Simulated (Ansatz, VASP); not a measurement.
**One calculation of Ga2Ge3O, two programs**

```
CELL_PARAMETERS angstrom
3.78170 0.00000 0.00000
0.00000 3.78170 0.00000
0.00000 0.00000 7.61077
ATOMIC_POSITIONS crystal
Ga 0.00000 0.00000 0.08662
Ga 0.50000 0.50000 0.34849
Ge 0.00000 0.00000 0.75026
Ge 0.00000 0.00000 0.42239
Ge 0.50000 0.50000 0.81669
O 0.50000 0.50000 0.07556
```

Change from the starting cell: species swapped into the Dy2CuAg3 type (P4mm, No. 99).

Alike in both runs: functional PBE; k mesh 6 × 6 × 2; occupations gaussian, width 0.1 eV; no spin polarisation.

Ansatz relaxed the structure, and its values are those at the end. VASP's run is a single point on that final structure, the one shown.

```csv
,VASP,Ansatz
version,VASP 6.6.1,Ansatz 0.2.0
potentials or method,"VASP PAW PBE potentials, release 64 (Ga_d, Ge_d, O)","scalar-relativistic, plane waves, PAW"
plane-wave cutoff (eV),520,420
valence electrons in the cell,74,74
```

Ansatz gave:

```
gap on the k mesh at the Fermi level (eV) : none
pressure (GPa)                            : 0.0
rms of the force components (eV/Å)        : 0.002
```

Q: What did VASP give for the same quantities?

A: gap on the k mesh at the Fermi level (eV): none; pressure (GPa): 0.1; rms of the force components (eV/Å): 0.010.

A gap of «none» marks a metal or a gap that the smearing closes. With one functional, cell and mesh, what is left measures potentials, basis and numerics.

Caveats: the k mesh is coarse (spacing up to 0.41 Å⁻¹), so the values aren't converged.
